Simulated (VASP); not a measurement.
These are LDA (Ceperley-Alder, Perdew-Zunger), VASP's LDA PAW potentials (set 64) (plane waves; VASP) values and carry that method's errors.

Input for VASP

### POSCAR
```
NaI
1
    0.0000000000     3.2350000000     3.2350000000
    3.2350000000     0.0000000000     3.2350000000
    3.2350000000     3.2350000000     0.0000000000
Na I
1 1
Direct
  0.0000000000   0.0000000000   0.0000000000
  0.5000000000   0.5000000000   0.5000000000
```

**KPOINTS**
```
Automatic mesh
0
Gamma
9 9 9
0 0 0
```

### INCAR
```
# general
SYSTEM =NaI
PREC   =Accurate
ENCUT  =300
LREAL  =.FALSE.
LASPH  =.TRUE.

# electronic loop
EDIFF  =1E-6
NELM   =100
ALGO   =Normal
LMAXMIX=4

# smearing
ISMEAR =-1
SIGMA  =0.05

# ions
ISIF   =2

# output
LWAVE  =.FALSE.
LCHARG =.FALSE.
```

POTCAR, in this order: Na_pv I (LDA.64 set). Program: vasp_std.

At this cut-off the stress carries a Pulay error, which pulls relaxed volumes low. Unless said otherwise, spin-orbit coupling is left out, though it shifts the bands of the heavy elements here.

Problem. What does the run give for the energy per atom (σ→0), pressure, band gap (on the k-mesh)?

Solution. 
energy per atom (σ→0): -2.991 eV/atom
band gap (on the k-mesh): 3.35 eV
pressure: -1.63 GPa

**OSZICAR**
```
...
DAV:   5    -0.606022684521E+01   -0.16267E-02   -0.16267E-02   921   0.107E+00    0.160E+00
DAV:   6    -0.599768849270E+01    0.62538E-01   -0.76682E-02   872   0.197E+00    0.107E+00
DAV:   7    -0.598299097057E+01    0.14698E-01   -0.51440E-02   908   0.145E+00    0.489E-01
DAV:   8    -0.598250964739E+01    0.48132E-03   -0.26199E-03   851   0.521E-01    0.935E-02
DAV:   9    -0.598247976749E+01    0.29880E-04   -0.94357E-05   905   0.109E-01    0.361E-02
DAV:  10    -0.598247900281E+01    0.76468E-06   -0.21536E-05  1006   0.613E-02    0.459E-03
DAV:  11    -0.598247868356E+01    0.31924E-06   -0.17386E-06   593   0.193E-02
   1 F= -.59824787E+01 E0= -.59824787E+01  d E =-.720866E-10
```

The structure is a typed NaI crystal (Fm-3m). The cell was not relaxed at this level. The run is one of a series of settings (GGA removed, POTCAR Na_pv I (LDA.64 set) against the base run), some of them coarse on purpose.
